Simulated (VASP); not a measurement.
A VASP calculation is set up with these files.

POSCAR:
```
MgTe
1.0
  4.5500000000   0.0000000000   0.0000000000
 -2.2750000000   3.9404160000   0.0000000000
  0.0000000000   0.0000000000  22.4737000000
Mg Te
2 2
Cart
 -0.0000022750   2.6269453135  11.6949988482
  2.2750022750   1.3134706865   8.0000079364
 -0.0000022750   2.6269453135  14.4736920636
  2.2750022750   1.3134706865  10.7787011518
```

### KPOINTS
```
Regular mesh
0
G
  4 4 1
```

### INCAR
```
SYSTEM = MgTe
PREC = Accurate
ENCUT = 300
EDIFF = 1E-6
NELM = 100
ALGO = Normal
LREAL = .FALSE.
LASPH = .TRUE.
ISMEAR = 0
SIGMA = 0.05
GGA = PE
LMAXMIX = 4
LWAVE = .FALSE.
LCHARG = .FALSE.
ISIF = 2
```

POTCAR, in this order: Mg Te (PBE.64 set). Program: vasp_std.

Problem. Write an equivalent input for Quantum ESPRESSO's pw.x.

Solution. One equivalent input (not run):
```
&CONTROL
  calculation = 'scf'
  pseudo_dir = './pseudo'
  outdir = './out'
  tprnfor = .true.
  tstress = .true.
/
&SYSTEM
  ibrav = 0
  nat = 4
  ntyp = 2
  ecutwfc = 84
  occupations = 'smearing'
  smearing = 'gaussian'
  degauss = 0.003675
  input_dft = 'pbe'
/
&ELECTRONS
  conv_thr = 7.3e-08
  electron_maxstep = 100
/
ATOMIC_SPECIES
  Mg 24.305 Mg.upf
  Te 127.600 Te.upf
CELL_PARAMETERS angstrom
     4.5500000    0.0000000    0.0000000
    -2.2750000    3.9404160    0.0000000
     0.0000000    0.0000000   22.4737000
ATOMIC_POSITIONS crystal
  Mg   0.3333330  0.6666670  0.5203860
  Mg   0.6666670  0.3333330  0.3559720
  Te   0.3333330  0.6666670  0.6440280
  Te   0.6666670  0.3333330  0.4796140
K_POINTS automatic
  4 4 1 0 0 0
```
The two are equivalent in intent, not identical: the potentials are each code's own (VASP's PAW set, PseudoDojo norm-conserving files in pw.x), so ENCUT and ecutwfc are chosen apart and not converted; conv_thr bounds pw.x's estimated SCF error, while EDIFF bounds the energy change between steps.

The cell is a sheet with vacuum, built from a generated structure.
